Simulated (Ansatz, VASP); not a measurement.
# One calculation of WBr2Cl2, two programs

```
CELL_PARAMETERS angstrom
2.36802 -7.69268 0.00000
2.36802 7.69268 0.00000
0.00000 0.00000 4.74303
ATOMIC_POSITIONS crystal
W 0.00000 0.00000 0.00000
Br 0.16050 0.83950 0.00000
Br 0.83950 0.16050 0.00000
Cl 0.00000 0.00000 0.50000
Cl 0.50000 0.50000 0.00000
```

Alike in both runs: functional PBE; dispersion D3(BJ); k mesh 4 × 4 × 4; occupations gaussian, width 0.1 eV; no spin polarisation.

Ansatz relaxed the structure, and its values are those at the end. VASP's run is a single point on that final structure, the one shown.

|  | VASP | Ansatz |
| --- | --- | --- |
| version | VASP 6.6.1 | Ansatz 0.2.0 |
| potentials or method | VASP PAW PBE potentials, release 64 (W_sv, Br, Cl) | scalar-relativistic, plane waves, PAW |
| plane-wave cutoff (eV) | 520 | 420 |
| valence electrons in the cell | 42 | 42 |

|  | VASP | Ansatz | Ansatz less VASP |
| --- | --- | --- | --- |
| gap on the k mesh at the Fermi level (eV) | none | none | - |
| pressure (GPa) | 0.1 | 0.0 | -0.04 |
| rms of the force components (eV/Å) | 0.018 | 0.013 | -0.0055 |

A gap of «none» marks a metal or a gap that the smearing closes.

Caveats: pairwise dispersion overbinds metals, which lowers pressure and volume. The runs have no spin-orbit coupling, so splittings on W are missing.
